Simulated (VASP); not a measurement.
Consider the following.

```yaml
crystal:
  lattice:
    - [3.08760, 0.00000, 0.00000]
    - [0.00000, 3.08760, 0.00000]
    - [0.00000, 0.00000, 3.08760]
  atoms:
    - { symbol: Zn, position: [0.50000, 0.50000, 0.50000] }
    - { symbol: Au, position: [0.00000, 0.00000, 0.00000] }
```

The numbers are results of PBE GGA, VASP's PBE PAW potentials (set 64) (plane waves; VASP 6.6.1), not measurements. Numerical set-up: 480 eV cut-off, 10×10×10 Γ-centred mesh, first-order Methfessel-Paxton smearing of 0.10 eV, potentials Zn Au.

### Question
Give the stress tensor in GPa (positive for a compressed cell).

### Answer

```
14.40   0.00   0.00
 0.00  14.40   0.00
 0.00   0.00  14.40
```
The pressure is its mean diagonal, 14.40 GPa.

The compound is AuZn in the CsCl type structure. This cell was strained or had an atom moved on purpose. The electron count is odd and the run is not spin-polarised, which forces a metal.
